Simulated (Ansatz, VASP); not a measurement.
**Cross-check of TaRu between VASP and Ansatz**

Aim: how closely do two programs agree when they are given the same cell, functional and k mesh? The cell is taken from a series of runs on this material, whose earlier steps may have relaxed, scaled, displaced or heated it; both programs get it as it stands.

Method: plane waves, with VASP 6.6.1 beside it; relaxation of cell and atoms at PBEsol, in Ansatz 0.2.0.

**1. The starting structure**

It takes space group Pm-3m (No. 221, cubic). Conventional cell: a = 3.140 Å, b = 3.140 Å, c = 3.140 Å, α = 90.00°, β = 90.00°, γ = 90.00°. Ta has 8 Ru at 2.72 Å nearest. Nearest to Ru lie 8 Ta at 2.72 Å. Farther neighbours are not listed.

Coordinates:

```cif
data_structure
_symmetry_space_group_name_H-M 'Pm-3m'
_symmetry_Int_Tables_number 221
_cell_length_a 3.1397
_cell_length_b 3.1397
_cell_length_c 3.1397
_cell_angle_alpha 90.000
_cell_angle_beta 90.000
_cell_angle_gamma 90.000
_cell_volume 30.95
loop_
_atom_site_label
_atom_site_type_symbol
_atom_site_symmetry_multiplicity
_atom_site_Wyckoff_symbol
_atom_site_fract_x
_atom_site_fract_y
_atom_site_fract_z
_atom_site_occupancy
Ta1 Ta 1 b 0.50000 0.50000 0.50000 1
Ru1 Ru 1 a 0.00000 0.00000 0.00000 1
```

**2. VASP: relaxation of cell and atoms, PBEsol, pair 1**

The relaxed volume is the usual yardstick between codes: in a stiff, nearly cubic crystal its relative difference is about their pressure difference at one cell divided by the bulk modulus.

Lines of VASP's logs that name or quote its potential files are left out, and so is its time.

The input, INCAR:

```
SYSTEM = TaRu
PREC = Accurate
ENCUT = 500
EDIFF = 1E-07
NELM = 120
ISMEAR = 1
SIGMA = 0.2
LREAL = .FALSE.
ALGO = Normal
GGA = PS
NBANDS = 18
LASPH = .TRUE.
LORBIT = 11
LWAVE = .FALSE.
LCHARG = .FALSE.
ISIF = 3
IBRION = 2
NSW = 80
EDIFFG = -0.005
GGA_COMPAT = .FALSE.
NELMIN = 4
KPAR = 2
```

The input, POSCAR:

```
TaRu
1.0
    3.1397100000      0.0000000000      0.0000000000
    0.0000000000      3.1397100000      0.0000000000
    0.0000000000      0.0000000000      3.1397100000
Ta Ru
1 1
Direct
    0.5000000000      0.5000000000      0.5000000000
    0.0000000000      0.0000000000      0.0000000000
```

The input, KPOINTS:

```
Automatic mesh
0
Gamma
16 16 16
0 0 0
```

The projector-augmented-wave data sets are Ta_pv and Ru_pv (PBE family, release 64).

Run with:

```bash
$ mpirun -np 2 vasp_std
```

Numbers of over 12 decimals in the logs are rounded to 6 here.

The log of the run:

```text
[banner, memory and clock lines left out]
running    2 mpi-ranks, on    1 nodes
 distrk:  each k-point on    1 cores,    2 groups
 distr:  one band on    1 cores,    1 groups

 POSCAR found type information on POSCAR TaRu
 POSCAR found :  2 types and       2 ions
|                                                                             |
|               ----> ADVICE to this user running VASP <----                  |
|                                                                             |
|     You enforced a specific xc type in the INCAR file but a different       |
|     [... a line on the potential file left out ...]
|     I HOPE YOU KNOW WHAT YOU ARE DOING!                                     |
|                                                                             |

 LDA part: xc-table for (Slater+PW92), standard interpolation
 POSCAR, INCAR and KPOINTS ok, starting setup
 FFT: planning ... GRIDC
 FFT: planning ... GRID_SOFT
 FFT: planning ... GRID
 WAVECAR not read
 entering main loop
       N       E                     dE             d eps       ncg     rms          rms(c)
DAV:   1     0.220673156175E+03    0.22067E+03   -0.14219E+04  5940   0.140E+03
DAV:   2    -0.192755831408E+02   -0.23995E+03   -0.23664E+03  6822   0.421E+02
DAV:   3    -0.244403281537E+02   -0.51647E+01   -0.50961E+01  6924   0.627E+01
DAV:   4    -0.244923293584E+02   -0.52001E-01   -0.51834E-01  6776   0.605E+00
DAV:   5    -0.244933506137E+02   -0.10213E-02   -0.10211E-02  7126   0.718E-01    0.197E+01
DAV:   6    -0.235575302591E+02    0.93582E+00   -0.27261E+00  6228   0.142E+01    0.795E+00
DAV:   7    -0.235658372583E+02   -0.83070E-02   -0.33701E+00  6268   0.105E+01    0.620E+00
DAV:   8    -0.232337506506E+02    0.33209E+00   -0.17290E+00  6178   0.826E+00    0.755E-01
DAV:   9    -0.232286795875E+02    0.50711E-02   -0.21405E-02  6408   0.122E+00    0.208E-01
DAV:  10    -0.232283187783E+02    0.36081E-03   -0.13494E-03  7298   0.261E-01    0.699E-02
DAV:  11    -0.232283164302E+02    0.23481E-05   -0.94717E-05  6474   0.629E-02    0.299E-02
DAV:  12    -0.232283118132E+02    0.46170E-05   -0.21497E-05  6338   0.360E-02    0.246E-03
DAV:  13    -0.232283118868E+02   -0.73577E-07   -0.41811E-07  6922   0.520E-03
   1 F= -.23228312E+02 E0= -.23226979E+02  d E =-.232283E+02
 curvature:   0.00 expect dE= 0.000E+00 dE for cont linesearch  0.000E+00
 trial: gam= 0.00000 g(F)=  0.000E+00 g(S)=  0.430E-04 ort = 0.000E+00 (trialstep = 0.100E+01)
 search vector abs. value=  0.430E-04
 bond charge predicted
       N       E                     dE             d eps       ncg     rms          rms(c)
DAV:   1    -0.232296890068E+02   -0.13772E-02   -0.24156E-02  5992   0.173E+00    0.354E-01
DAV:   2    -0.232311951106E+02   -0.15061E-02   -0.33257E-02  6292   0.111E+00    0.434E-01
DAV:   3    -0.232283112727E+02    0.28838E-02   -0.13949E-02  6290   0.703E-01    0.567E-02
DAV:   4    -0.232282662743E+02    0.44998E-04   -0.35373E-04  6156   0.161E-01    0.293E-02
DAV:   5    -0.232282672985E+02   -0.10242E-05   -0.32934E-06  6430   0.165E-02    0.173E-02
DAV:   6    -0.232282671725E+02    0.12603E-06   -0.28393E-06  6884   0.114E-02    0.196E-03
DAV:   7    -0.232282672630E+02   -0.90515E-07   -0.20176E-07  5128   0.390E-03
   2 F= -.23228267E+02 E0= -.23226916E+02  d E =0.446238E-04
 trial-energy change:    0.000045  1 .order    0.000042   -0.000043    0.000127
 step:   0.2358(harm=  0.2535)  dis= 0.00000  next Energy=   -23.228317 (dE=-0.504E-05)
 bond charge predicted
       N       E                     dE             d eps       ncg     rms          rms(c)
DAV:   1    -0.232291447807E+02   -0.87761E-03   -0.14082E-02  5970   0.132E+00    0.273E-01
DAV:   2    -0.232300072564E+02   -0.86248E-03   -0.19420E-02  6290   0.846E-01    0.328E-01
DAV:   3    -0.232283370015E+02    0.16703E-02   -0.80104E-03  6284   0.535E-01    0.427E-02
DAV:   4    -0.232283125948E+02    0.24407E-04   -0.20460E-04  6168   0.122E-01    0.225E-02
DAV:   5    -0.232283143077E+02   -0.17128E-05   -0.22791E-06  6332   0.131E-02    0.131E-02
DAV:   6    -0.232283162317E+02   -0.19240E-05   -0.17245E-06  6810   0.893E-03    0.151E-03
DAV:   7    -0.232283161461E+02    0.85618E-07   -0.11363E-07  3418   0.313E-03
   3 F= -.23228316E+02 E0= -.23226979E+02  d E =-.425926E-05
 curvature:  -0.13 expect dE=-0.194E-07 dE for cont linesearch -0.194E-07
 trial: gam=-0.05617 g(F)=  0.946E-67 g(S)=  0.154E-06 ort = 0.257E-05 (trialstep = 0.847E+00)
 search vector abs. value=  0.648E-09
 reached required accuracy - stopping structural energy minimisation
```

From OUTCAR (step 2):

```text
ion  position               nearest neighbor table
   1  0.500  0.500  0.500-   2 2.72   2 2.72   2 2.72   2 2.72   2 2.72   2 2.72   2 2.72   2 2.72

  LATTYP: Found a simple cubic cell.
 ALAT       =     3.1397100000

 Subroutine GETGRP returns: Found 48 space group operations
 (whereof 48 operations were pure point group operations)

The static configuration has the point symmetry O_h .

 Found    165 irreducible k-points:

   k-points           NKPTS =    165   k-points in BZ     NKDIM =    165   number of bands    NBANDS=     18

   dimension x,y,z NGX =    24 NGY =   24 NGZ =   24
   dimension x,y,z NGXF=    48 NGYF=   48 NGZF=   48

   ENCUT  =  500.0 eV  36.75 Ry    6.06 a.u.   5.72  5.72  5.72*2*pi/ulx,y,z

   NELECT =      25.0000    total number of electrons

 k-points in reciprocal lattice and weights: Automatic mesh
   0.00000000  0.00000000  0.00000000       0.000
   0.06250000  0.00000000  0.00000000       0.001
   0.12500000  0.00000000  0.00000000       0.001
   0.18750000  0.00000000  0.00000000       0.001
   0.25000000  0.00000000  0.00000000       0.001
   0.31250000  0.00000000  0.00000000       0.001
   0.37500000  0.00000000  0.00000000       0.001
   0.43750000  0.00000000  0.00000000       0.001
   0.50000000  0.00000000  0.00000000       0.001
[...]
0.50000000  0.50000000  0.43750000       0.001
   0.50000000  0.50000000  0.50000000       0.000

 average (electrostatic) potential at core
       1 -33.4171       2 -70.3629

 E-fermi :   9.7358

 k-point     1 :       0.0000    0.0000    0.0000
  band No.  band energies     occupation
    ...
      8       3.5323      2.00000
      9       3.5323      2.00000
     10       7.2442      2.00000
     11       7.2442      2.00000
     12       7.2442      2.00000
     13      10.7459     -0.00000
     14      10.7459     -0.00000
     15      13.9599      0.00000
     16      13.9599      0.00000
     17      13.9599      0.00000
    ...

 k-point     2 :       0.0625    0.0000    0.0000
  band No.  band energies     occupation
    ...
      8       3.5770      2.00000
      9       3.6034      2.00000
     10       7.2358      2.00000
     11       7.2358      2.00000
     12       7.2741      2.00000
     13      10.6374     -0.00000
     14      10.7842     -0.00000
     15      13.6278     -0.00000
     16      13.6278     -0.00000
     17      13.8947      0.00000
    ...

 k-point     3 :       0.1250    0.0000    0.0000
  band No.  band energies     occupation
    ...
      8       3.7107      2.00000
      9       3.8076      2.00000
     10       7.2145      2.00000
     11       7.2145      2.00000
     12       7.3620      2.00000
     13      10.3269     -0.00024
     14      10.8911     -0.00000
     15      12.8965     -0.00000
     16      12.8965     -0.00000
     17      13.7077     -0.00000
    ...

  Total        0.0014566      0.0014566      0.0014566      0.0000000     -0.0000000     -0.0000000
  in kB        0.0753681      0.0753681      0.0753681      0.0000000     -0.0000000     -0.0000000
  external PRESSURE =       0.0753681 kB  Pullay stress =       0.0000000 kB

  energy-cutoff  :      500.00
  volume of cell :       30.96
      direct lattice vectors                 reciprocal lattice vectors
     3.140145395  0.000000000  0.000000000     0.318456592 -0.000000000 -0.000000000
     0.000000000  3.140145395 -0.000000000    -0.000000000  0.318456592 -0.000000000
     0.000000000  0.000000000  3.140145395    -0.000000000  0.000000000  0.318456592

 POSITION                                       TOTAL-FORCE (eV/Angst)
 -----------------------------------------------------------------------------------
      1.57007      1.57007      1.57007         0.000000      0.000000      0.000000
      0.00000      0.00000      0.00000        -0.000000     -0.000000      0.000000
 -----------------------------------------------------------------------------------
    total drift:                                0.000000      0.000000     -0.000000

  FREE ENERGIE OF THE ION-ELECTRON SYSTEM (eV)
  ---------------------------------------------------
  free  energy   TOTEN  =       -23.2283161461 eV

  energy  without entropy=      -23.2243053105  energy(sigma->0) =      -23.22697920

 reached required accuracy - stopping structural energy minimisation

 total charge
# of ion       s       p       d       tot
------------------------------------------
    1        0.383   6.221   2.274   8.878
    2        0.403   6.281   6.088  12.773
--------------------------------------------------
tot          0.787  12.502   8.362  21.651

[... 3 further parts left out ...]
```

CONTCAR:

```
TaRu
   1.00000000000000
     3.1401453945353355    0.0000000000000000    0.0000000000000000
     0.0000000000000000    3.1401453945353355   -0.0000000000000000
     0.0000000000000000    0.0000000000000000    3.1401453945353355
  Ta              Ru
     1     1
Direct
     0.5000000000000000    0.5000000000000000    0.5000000000000000
     0.0000000000000000    0.0000000000000000    0.0000000000000000
```

This run has no spin polarisation. Its electron count is odd, so without a moment it is a metal by construction. The run keeps the 48 symmetry operations of its start, so it cannot find a distortion of lower symmetry.

**3. Ansatz: relaxation of cell and atoms, PBEsol, pair 1**

Ansatz runs on its PAW soft_1 files.

The same cell, functional, mesh and smearing now go to Ansatz, which takes its cutoff from its data sets.

The input, input.yaml:

```yaml
crystal:
  lattice:
    - [3.1397099541, 0.0, 0.0]
    - [0.0, 3.1397099541, 0.0]
    - [0.0, 0.0, 3.1397099541]
  atoms:
    - { symbol: Ta, position: [0.5, 0.5, 0.5] }
    - { symbol: Ru, position: [0.0, 0.0, 0.0] }
kpoints:
  mp_grid: { grid: [16, 16, 16] }
hamiltonian:
  xc: pbesol
  pseudopotentials: { kind: paw, azcp: { folder: soft_1 }, xc_functional: pbe }
scf:
  occupations: { method: methfessel_paxton, width: 0.2 }
output:
  forces: true
  stress: true
  eigenvalues: true
relax:
  adjacent_minimum: "off"
  f_tol: 0.001
  max_steps: 60
  cell: { stress_tol: 0.01 }
```

Run with:

```bash
$ ansatz run input.yaml --threads 4 --pin off --max-ram 10240MiB --backend cpu --events-out ev --progress --plain --runs-dir out
```

The log of the run:

```text
Engine: ansatz 0.2.0, x86_64-unknown-linux-gnu
Pseudopotentials: kind: paw
Pseudopotential: Ta, paw, valence charge 13, recommended cutoff 420 eV (normal), soft_1/Ta.paw.azcp
Pseudopotential: Ru, paw, valence charge 16, recommended cutoff 420 eV (normal), soft_1/Ru.paw.azcp
Functional definition: PBEsol
  exchange = pbesol_x
  correlation = pbesol_c
Crystal: 2 atoms, lattice volume = 30.951 Å³
Basis set: ecut = 420 eV, 619 PW (Γ), exchange–correlation on 48×48×48 points (8 copies of the dense FFT grid, shifted against one another)
Bands: 19, of which v1, the nominal top of the filled ones, is band 15 counted from 1 (14 counted from 0)
Symmetry: 48 space group operations
Space group: Pm-3m (ITA 221), of the structure as read, at distance tolerance 3.1e-5 Å
k-points: 165 of 4096
Non-local potential: Ta, projectors of the file, l = 0: 3, l = 1: 2, l = 2: 2, l = 3: 1
Non-local potential: Ru, projectors of the file, l = 0: 3, l = 1: 2, l = 2: 2, l = 3: 1
PAW form: soft (Blöchl's): semilocal exchange-correlation on the pseudo side does not see the compensation charge
PAW frozen core: Ta, regenerated for the run's functional, and the local potential with it (the file was generated under x = pbe(κ = 0.804, μ = 0.219515), c = pbe(β = 0.066725))
PAW frozen core: Ru, regenerated for the run's functional, and the local potential with it (the file was generated under x = pbe(κ = 0.804, μ = 0.219515), c = pbe(β = 0.066725))
PAW one-centre angular grid: Ta, 590 points (default); XC on 64 Gauss nodes
PAW one-centre angular grid: Ru, 590 points (default); XC on 64 Gauss nodes
Initial density: superposition of atomic densities (chi_scale 0.1, normalization cell, long waves kept (reshape's long-wave potential 0.00 eV rms))
Initial wavefunctions: pseudopotential atomic-orbital guess
Functional: x = pbesol(κ = 0.804, μ = 0.123457), c = pbesol(β = 0.046)
SCF iter   1: F=—  HF=-15628.689854 eV  |F-HF|=—  |Δ(HF+E_count)|=         —  Δρ=2.46e-1  dr2=3.05e1  ethr=3.10e-3  ⟨swp⟩=4.8  Hψ=12169  notcnv=0
preconditioner: auto → none  [metal: Δε(μ)=0.057 eV  Ē_g=5.852 eV  σ=0.200 eV  W_gap=0.23  n_scr=6 (ndim 8)  ℏωp=24.1 eV  f_vac=0.000  D(μ)=1.43/eV (n_scr^D=18)  sad-step TF]
SCF iter   2: F=—  HF=-15626.445150 eV  |F-HF|=—  |Δ(HF+E_count)|=    2.24e0  S|Δr|=    0.00e0  Δρ=1.72e-1  dr2=1.61e1  ethr=3.10e-3  ⟨swp⟩=2.1  Hψ=6590  notcnv=0  defer=37
SCF iter   3: F=—  HF=-15624.479727 eV  |F-HF|=—  |Δ(HF+E_count)|=    1.97e0  S|Δr|=    0.00e0  Δρ=2.34e-2  dr2=4.55e-2  ethr=3.10e-3  ⟨swp⟩=2.9  Hψ=6423  notcnv=0  defer=36
SCF iter   4: F=—  HF=-15624.474481 eV  |F-HF|=—  |Δ(HF+E_count)|=   5.25e-3  S|Δr|=    0.00e0  Δρ=4.11e-3  dr2=8.10e-3  ethr=1.57e-4  ⟨swp⟩=1.6  Hψ=4836  notcnv=0  defer=1
SCF iter   5: F=—  HF=-15624.473754 eV  |F-HF|=—  |Δ(HF+E_count)|=   7.27e-4  S|Δr|=    0.00e0  Δρ=1.02e-3  dr2=5.67e-4  ethr=2.79e-5  ⟨swp⟩=1.1  Hψ=3155  notcnv=0  defer=1
SCF iter   6: F=—  HF=-15624.473698 eV  |F-HF|=—  |Δ(HF+E_count)|=   5.57e-5  S|Δr|=    0.00e0  Δρ=1.64e-4  dr2=1.57e-5  ethr=1.96e-6  ⟨swp⟩=1.0  Hψ=3140  notcnv=0  defer=1
SCF iter   7: F=—  HF=-15624.473699 eV  |F-HF|=—  |Δ(HF+E_count)|=   1.13e-6  S|Δr|=    0.00e0  Δρ=1.12e-5  dr2=3.71e-8  ethr=3.45e-10  ⟨swp⟩=4.6  Hψ=14519  notcnv=0
SCF iter   8: F=-15624.473699 eV  HF=-15624.473699 eV  |F-HF|=1.54e-9  |Δ(HF+E_count)|=   2.49e-9  S|Δr|=    0.00e0  Δρ=2.26e-6  dr2=1.71e-9  ethr=1.28e-10  ⟨swp⟩=2.1  Hψ=9467  notcnv=0
SCF 1 converged in 8 iterations: F = -15624.473699 eV  dr2 = 1.71e-9
  greatest PAW one-centre occupation: 1.000 electrons in one spin orbital (limit 2), on the Ru atom at site 1 (counted from 0), in its partial waves of l = 0
relax step   1: F+E_penalty+E_count = -15624.47369927 eV  Δ(F+E_penalty+E_count) = +0.000e0 eV  max|allowed force component| = 7.165e-30 eV/Å  Δτ_max = 0.0000 Å  P = -0.079 GPa  Ω = 30.951 Å³  (8 SCF iters, dr2 threshold 1.00e-7 eV, accepted)
[...]
relax step   2: F+E_penalty+E_count = -15624.47371290 eV  Δ(F+E_penalty+E_count) = -1.364e-5 eV  max|allowed force component| = 2.169e-30 eV/Å  Δτ_max = 0.0000 Å  P = +0.162 GPa  Ω = 30.923 Å³  energy of the carried Pulay correction = +2.069e-5 eV  (4 SCF iters, dr2 threshold 1.56e-8 eV, rejected (line search))
[...]
relax step   3: F+E_penalty+E_count = -15624.47370829 eV  Δ(F+E_penalty+E_count) = -9.025e-6 eV  max|allowed force component| = 9.203e-31 eV/Å  Δτ_max = 0.0000 Å  P = -0.000 GPa  Ω = 30.942 Å³  energy of the carried Pulay correction = +6.798e-6 eV  (6 SCF iters, accepted)
[...]
relax step   4: F+E_penalty+E_count = -15624.47369680 eV  Δ(F+E_penalty+E_count) = +1.149e-5 eV  max|allowed force component| = 4.536e-30 eV/Å  Δτ_max = 0.0000 Å  P = -0.000 GPa  Ω = 30.942 Å³  stress off target by 6.98e-5 GPa  SCF on the basis re-selected at this cell (its energy is not comparable with the rows above)  (4 SCF iters)
basis re-selected at this cell: Δ(F+E_penalty+E_count) = +1.149e-5 eV, ΔP = -0.000 GPa vs the last step (what re-selecting the basis moved, of the pressure what is left beyond the Pulay correction that the steps carried, after the strain that the cell walked since its last selection, with what the two solves' SCF thresholds leave and, on support functions, any second-order correction that the steps lacked; it is no m [...]
SCF converged after 4 iterations
Stability not checked: this state was not tested for a lower state beside it, because cold or Methfessel-Paxton smearing, or corrected tetrahedra, fill the levels in a way that the test cannot read (fill_not_monotonic; see scf.lower_state_search)
Free energy (F): -15624.473697 eV
Harris-Foulkes:  -15624.473697 eV  (|F-HF|=5.46e-12)
Internal energy: -15624.469715 eV  (E = F + TS)
E sigma→0 (E₀):  -15624.472701 eV
Entropy (-TS):   -0.003981 eV (-1.991 meV/atom)
Fermi energy:    21.914253 eV
--- Per-component energies (eV) ---
  E_band       = -165.584388
  E_kinetic    = 853.676626
  E_local      = -1904.993916  (includes V_loc(G=0)·N_el)
  E_nonlocal   = 407.572900
  E_hartree    = 659.760584
  E_xc         = -488.300111
  E_vxc        = -448.493411  (∫ρ·V_xc dr)
  E_paw        = -11622.107368  (= ΣΔE_a)
  E_vpaw       = -392.868469  (= ΣTr[D̂ρ^β])
  E_aug_tail   = 0.000722  (compensation charges beyond the density's cutoff)
  E_ewald      = -3530.546160
  E_core_change = 0.467009  (= ΣΔE_core)
  E_smearing   = -0.003981  (= −TS)
  E_closure    = 0.000000  (closes the sum)
  Σ components = -15624.473697   (vs F -15624.473697, Δ=0.00e0)
--- Forces (eV/Å), atoms counted from 1 ---
  atom   1  Ta    -0.00000000     0.00000000     0.00000000
  atom   2  Ru    -0.00000000    -0.00000000     0.00000000
  max |Σ_I F_I| component: 9.86e-30 eV/Å
--- Stress (GPa, compression-positive) ---
       -0.000070       0.000000       0.000000
        0.000000      -0.000070      -0.000000
        0.000000      -0.000000      -0.000070
  P = ⅓ Tr σ = -0.0001 GPa (-0.001 kbar)
--- Band table (eV; the first three rows and the last of 165) ---
  k-point 0: bands = [... 11 lower, 19.4169, 19.4169, 19.4169, 22.9257, 22.9257, 26.1509, 26.1509, 26.1509]
  k-point 1: bands = [... 11 lower, 19.4084, 19.4084, 19.4468, 22.8167, 22.9643, 25.8155, 25.8155, 26.0854]
  k-point 2: bands = [... 11 lower, 19.3871, 19.3871, 19.5345, 22.5050, 23.0718, 25.0803, 25.0803, 25.8976]
  k-point 164: bands = [... 11 lower, 18.8057, 18.8057, 18.8057, 21.6121, 21.6121, 26.3625, 26.3625, 29.0949]
--- Relaxed structure (3 steps of the walk, 2 accepted, 1 SCFs on fresh bases) ---
  F+E_penalty+E_count = -15624.47369680 eV   max|allowed force component| = 4.536e-30 eV/Å   (the final SCF, on the basis selected at the relaxed cell)
  cell:  # Å, volume = 30.9416 Å³
    - [3.139405, 0, 0.0]
    - [0, 3.139405, 0]
    - [0.0, 0, 3.139405]
  atoms:
    - { symbol: Ta, position: [0.5, 0.5, 0.5] }
    - { symbol: Ru, position: [0, 0, 0] }
```

**4. Side by side**

Known differences besides the potentials themselves: the data sets hold 29 valence electrons in Ansatz (on its PAW soft_1 files) and 25 in VASP; the cutoff is 420 eV in Ansatz and 500 eV in VASP; Ansatz makes its cores anew for this functional, VASP keeps those of its PBE data sets; Ansatz adds a Pulay correction to the stress that steers its cell, VASP none. Total energies have different zeros and are not compared.

Compared:

```tsv
quantity	Ansatz	VASP	difference
volume (Å³)	30.94	30.96	-0.07 %
edge a after relaxation, in the typed setting (Å)	3.139	3.140	-0.02 %
```

[end of part 1 of 2]

[Lines on the potential files, build, host, timing and source positions are cut from VASP's logs without a mark.]

[Logs are printed without paths, hosts, clocks, repeated set-up lines and the standing remarks that a program may print on its own settings, such as how far it seeks lower states.]

[Hosts, paths, dates, database ids (printed as entryN), source tags and the programs' standing remarks are cut or masked in the printed files.]
